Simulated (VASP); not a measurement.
OSZICAR of a VASP run on AlN (space group P6_3mc):

### OSZICAR
```
       N       E                     dE             d eps       ncg     rms          rms(c)
DAV:   1     0.392809357640E+02    0.39281E+02   -0.66696E+03   504   0.973E+02
DAV:   2    -0.347981798520E+02   -0.74079E+02   -0.69579E+02   736   0.196E+02
DAV:   3    -0.378101172652E+02   -0.30119E+01   -0.30019E+01   656   0.428E+01
DAV:   4    -0.378294850330E+02   -0.19368E-01   -0.19362E-01   568   0.411E+00
DAV:   5    -0.378297150537E+02   -0.23002E-03   -0.23001E-03   640   0.443E-01    0.122E+01
DAV:   6    -0.329524443240E+02    0.48773E+01   -0.17850E+01   580   0.315E+01    0.451E+00
DAV:   7    -0.328901157834E+02    0.62329E-01   -0.56464E-01   564   0.552E+00    0.286E+00
DAV:   8    -0.328356994885E+02    0.54416E-01   -0.81867E-02   568   0.289E+00    0.364E-01
DAV:   9    -0.328316665593E+02    0.40329E-02   -0.12820E-02   612   0.823E-01    0.214E-01
DAV:  10    -0.328318029661E+02   -0.13641E-03   -0.67201E-04   564   0.192E-01    0.113E-01
DAV:  11    -0.328317644282E+02    0.38538E-04   -0.93482E-05   596   0.817E-02    0.220E-02
DAV:  12    -0.328317642611E+02    0.16706E-06   -0.10648E-06   436   0.888E-03
   1 F= -.32831764E+02 E0= -.32831764E+02  d E =-.319756E-11
```

Problem. Which electronic solver shows in the log?

Solution. It is blocked Davidson (ALGO = Normal, or the opening steps of other solvers). The INCAR had ALGO = Normal.

Problem. Can the final energy be trusted as converged?

Solution. The run converged. It stopped with EDIFF = 1E-6, NELM = 100 (LDA (Ceperley-Alder, Perdew-Zunger), plane waves, VASP's LDA PAW potentials (set 64)).

The structure is a typed AlN crystal. The cell was not relaxed at this level.
